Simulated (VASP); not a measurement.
Data:

```yaml
crystal:
  lattice:
    - [0.00000, 3.22408, 3.22408]
    - [3.22408, 0.00000, 3.22408]
    - [3.22408, 3.22408, 0.00000]
  atoms:
    - { symbol: Na, position: [0.00000, 0.00000, 0.00000] }
    - { symbol: I, position: [0.50000, 0.50000, 0.50000] }
```

The numbers are results of PBE GGA, VASP's PBE PAW potentials (set 64) (plane waves; VASP), not measurements. Numerical set-up: 480 eV cut-off, 6×6×6 Γ-centred mesh, Gaussian smearing of 0.050 eV, potentials Na_pv I.

Unless said otherwise, spin-orbit coupling is left out, though it shifts the bands of the heavy elements here.

Question: What does the run give for the energy per atom (σ→0), band gap (on the k-mesh) with the smallest direct gap where there is one?

Answer: 
The band gap (on the k-mesh) comes out as 3.67 eV and the smallest direct gap (on the k-mesh) comes out as 3.67 eV. The energy per atom (σ→0) is -2.691 eV/atom.

Total energies compare only between runs with the same potentials, cut-off and functional.

The compound is NaI in the rock salt structure. This cell was strained or had an atom moved on purpose.
